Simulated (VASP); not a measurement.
Input:

```
CELL_PARAMETERS angstrom
      0.00000     3.04352     3.04352
      3.04352     0.00000     3.04352
      3.04352     3.04352     0.00000
ATOMIC_POSITIONS crystal
  Cu 0.00000 0.00000 0.00000
  I  0.25000 0.25000 0.25000
```

Method: rev-vdW-DF2, VASP's PBE PAW potentials (set 64) (plane waves; VASP). Settings: 520 eV cut-off, 8×8×8 Γ-centred mesh, Gaussian smearing of 0.050 eV, potentials Cu I.

Unless said otherwise, spin-orbit coupling is left out, though it shifts the bands of the heavy elements here.

Predict the energy per atom (σ→0), pressure, band gap (on the k-mesh) with the smallest direct gap where there is one.

| Quantity | Result |
|---|---|
| band gap (on the k-mesh) | 1.03 eV |
| smallest direct gap (on the k-mesh) | 1.03 eV |
| energy per atom (σ→0) | -0.643 eV/atom |
| pressure | -1.18 GPa |

Only differences to runs with the same potentials and settings are physical.

The compound is CuI in the zinc blende structure. This cell is one point of a volume scan, at 1.03 of the reference volume.
